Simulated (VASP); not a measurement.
Set up this calculation in VASP 6.6.1, as the native input.

| Item | Value |
| --- | --- |
| Task | band structure |
| Functional | PBE |
| Potentials or basis | VASP PAW PBE potentials, release 64 (Ti_sv, Ru_pv, C) |
| Cutoff | 520 eV |
| k mesh | 12 × 12 × 4 |
| Occupations | gaussian, width 0.1 eV |
| Spin | no spin polarisation |
| Further INCAR settings | ALGO = Fast; EDIFF = 1e-06 |

The structure of Ti2RuC3 lies in POSCAR:

```
Ti2RuC3
1.0
    3.1094430000      0.0000000000      0.0000000000
   -1.5547210000      2.6928560000      0.0000000000
    0.0000000000      0.0000000000      7.2207900000
Ti Ru C
2 1 3
Direct
    0.3333330000      0.6666670000      0.6733400000
    0.6666670000      0.3333330000      0.3266600000
    0.0000000000      0.0000000000      0.0000000000
    0.3333330000      0.6666670000      0.1597100000
    0.6666670000      0.3333330000      0.8402900000
    0.0000000000      0.0000000000      0.5000000000
```

The cell was built by a generator and needn't be a form met in nature.

These files were run (other wordings do the same):

INCAR

```
SYSTEM = Ti2RuC3
PREC = Accurate
ENCUT = 520
EDIFF = 1E-6
ISMEAR = 0
SIGMA = 0.1
LREAL = .FALSE.
LASPH = .TRUE.
NELM = 60
ALGO = Fast
ISIF = 2
LWAVE = .FALSE.
LCHARG = .FALSE.
LMAXMIX = 4
GGA = PE
```

KPOINTS

```
regular mesh
0
G
  12 12 4
  0 0 0
```

KPOINTS_OPT

```
path GMKGALHA,LM,KH
15
line-mode
reciprocal
 0.0000000000  0.0000000000  0.0000000000  G
 0.5000000000  0.0000000000  0.0000000000  M

 0.5000000000  0.0000000000  0.0000000000  M
 0.3333333333  0.3333333333  0.0000000000  K

 0.3333333333  0.3333333333  0.0000000000  K
 0.0000000000  0.0000000000  0.0000000000  G

 0.0000000000  0.0000000000  0.0000000000  G
 0.0000000000  0.0000000000  0.5000000000  A

 0.0000000000  0.0000000000  0.5000000000  A
 0.5000000000  0.0000000000  0.5000000000  L

 0.5000000000  0.0000000000  0.5000000000  L
 0.3333333333  0.3333333333  0.5000000000  H

 0.3333333333  0.3333333333  0.5000000000  H
 0.0000000000  0.0000000000  0.5000000000  A

 0.5000000000  0.0000000000  0.5000000000  L
 0.5000000000  0.0000000000  0.0000000000  M

 0.3333333333  0.3333333333  0.0000000000  K
 0.3333333333  0.3333333333  0.5000000000  H
```

Potentials or basis: VASP PAW PBE potentials, release 64 (Ti_sv, Ru_pv, C).

Run with:

```bash
$ cat potpaw_PBE.64/Ti_sv/POTCAR potpaw_PBE.64/Ru_pv/POTCAR potpaw_PBE.64/C/POTCAR > POTCAR
$ mpirun -np 1 vasp_std > vasp.out
```

Results of the run:

```
Pressure                : -0.1 GPa
Band gap along the path : none (metal or under the smearing width)
```

Wall time 8.8 min on 1 thread of AMD EPYC 7R13 Processor (Zen 3) (shared host), peak memory 0.3 GiB.
